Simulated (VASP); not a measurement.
Input:

```
CELL_PARAMETERS angstrom
      4.19000     0.00000     0.00000
      0.00000     4.19000     0.00000
      0.00000     0.00000     4.19000
ATOMIC_POSITIONS crystal
  Ba 0.00000 0.00000 0.00000
  Zr 0.50000 0.50000 0.50000
  O  0.50000 0.00000 0.50000
  O  0.00000 0.50000 0.50000
  O  0.50000 0.50000 0.00000
```

The numbers are results of PBEsol GGA with spin-orbit coupling, VASP's PBE PAW potentials (set 64) (plane waves; VASP 6.6.1), not measurements. Run with 520 eV cut-off, 5×5×5 Γ-centred mesh, Gaussian smearing of 0.050 eV, potentials Ba_sv Zr_sv O.

Task: Give the energies of bands 33 to 46 at the high-symmetry points, in eV from the valence-band maximum.

Result: 
```json
[
 {"band": "33", "Γ": "-1.00", "X": "-1.73", "M": "-0.99", "R": "-2.44"},
 {"band": "34", "Γ": "-1.00", "X": "-1.73", "M": "-0.99", "R": "-2.44"},
 {"band": "35", "Γ": "-0.31", "X": "-1.71", "M": "-0.89", "R": "-0.02"},
 {"band": "36", "Γ": "-0.31", "X": "-1.71", "M": "-0.89", "R": "-0.02"},
 {"band": "37", "Γ": "-0.18", "X": "-0.51", "M": "-0.79", "R": "0.00"},
 {"band": "38", "Γ": "-0.18", "X": "-0.51", "M": "-0.79", "R": "0.00"},
 {"band": "39", "Γ": "-0.18", "X": "-0.41", "M": "-0.08", "R": "0.00"},
 {"band": "40", "Γ": "-0.18", "X": "-0.41", "M": "-0.08", "R": "0.00"},
 {"band": "41", "Γ": "3.07", "X": "3.56", "M": "5.63", "R": "5.88"},
 {"band": "42", "Γ": "3.07", "X": "3.56", "M": "5.63", "R": "5.88"},
 {"band": "43", "Γ": "3.07", "X": "5.65", "M": "5.67", "R": "5.88"},
 {"band": "44", "Γ": "3.07", "X": "5.65", "M": "5.67", "R": "5.88"},
 {"band": "45", "Γ": "3.15", "X": "5.72", "M": "6.42", "R": "5.93"},
 {"band": "46", "Γ": "3.15", "X": "5.72", "M": "6.42", "R": "5.93"}
]
```

The gap is indirect, 3.07 eV, from the valence maximum at R to the conduction minimum at Γ.

The compound is BaZrO3 in the cubic perovskite structure. The cell was not relaxed at this level.
